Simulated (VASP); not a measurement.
The system is CaScC3.

```
Ca Sc C
1.0
     4.25079    0.00000    0.00000
     0.00000    4.25079    0.00000
     0.00000    0.00000    4.25079
Ca Sc C
1 1 3
Direct
  0.50000 0.50000 0.50000
  0.00000 0.00000 0.00000
  0.50000 0.00000 0.00000
  0.00000 0.50000 0.00000
  0.00000 0.00000 0.50000
```

The cell was built by a generator and needn't be a form met in nature.

```yaml
Program: VASP 6.6.1
Task: relaxation of cell and atoms
Functional: RPBE
Potentials_or_basis: VASP PAW PBE potentials, release 64 (Ca_sv, Sc_sv, C)
Cutoff: 600 eV
k_mesh: 6 × 6 × 6
Occupations: gaussian, width 0.05 eV
Spin: no spin polarisation
```

At the start: pressure 2.9 GPa; volume 15.36 Å³/atom.

Task: How do energy, volume and symmetry change on relaxing?

Result: Over 3 steps the energy falls by 5.1 meV/atom and the volume is 15.94 Å³/atom (+3.7 %); space group Pm-3m (No. 221, to 0.05 Å).

The path:
```
step  energy change (eV)  largest force (eV/Å)  pressure (GPa)  volume (Å³)
   1              0.0000                0.0000            2.92        76.81
   2             -0.0252                0.0000           -0.26        79.96
   3             -0.0254                0.0000            0.00        79.68
```

Final structure:
```cif
data_structure
_symmetry_space_group_name_H-M 'P 1'
_symmetry_Int_Tables_number 1
_cell_length_a 4.3030
_cell_length_b 4.3030
_cell_length_c 4.3030
_cell_angle_alpha 90.000
_cell_angle_beta 90.000
_cell_angle_gamma 90.000
_cell_volume 79.68
loop_
_atom_site_label
_atom_site_type_symbol
_atom_site_fract_x
_atom_site_fract_y
_atom_site_fract_z
_atom_site_occupancy
Ca1 Ca 0.50000 0.50000 0.50000 1
Sc1 Sc 0.00000 0.00000 0.00000 1
C1 C 0.50000 0.00000 0.00000 1
C2 C 0.00000 0.50000 0.00000 1
C3 C 0.00000 0.00000 0.50000 1
```

Caveat: the PAW data sets were made with another functional, which shifts forces and pressure a little.
